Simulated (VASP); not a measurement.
TlIO3 (space group R3m): computed properties

These are r2SCAN meta-GGA, VASP's PBE PAW potentials (set 64) (plane waves; VASP) values and carry that method's errors.

```
Quantity                                                                                                            Value
---------------------------------------------  --------------------------------------------------------------------------
space group                                                                                                     R3m (160)
cell                                           a = 6.294 Å, b = 6.294 Å, c = 7.988 Å, α = 90.00°, β = 90.00°, γ = 120.00°
volume per atom                                                                                             18.27 Å³/atom
band gap (over mesh and band path)                                                                                3.05 eV
smallest direct gap (over mesh and band path)                                                                     3.05 eV
band-edge character                                                                                        direct, T to T
density                                                                                                        6.89 g/cm³
mean ε∞ (independent particles)                                                                                      4.72
```

```xyz
5
Lattice="3.1470 1.8169 2.6628 -3.1470 1.8169 2.6628 0.0000 -3.6338 2.6628" Properties=species:S:1:pos:R:3 pbc="T T T"
Tl     0.0000     0.0000     0.0669
I      0.0000     0.0000     4.0111
O      1.3908     0.8030     4.8655
O     -1.3908     0.8030     4.8655
O      0.0000    -1.6060     4.8655
```

Unless said otherwise, spin-orbit coupling is left out, though it shifts the bands of the heavy elements here.

The structure comes from a computed database's TlIO3 entry (R3m); how it stands against other phases isn't given here. It was relaxed first. Symmetry was kept, so distortions that lower it aren't found.
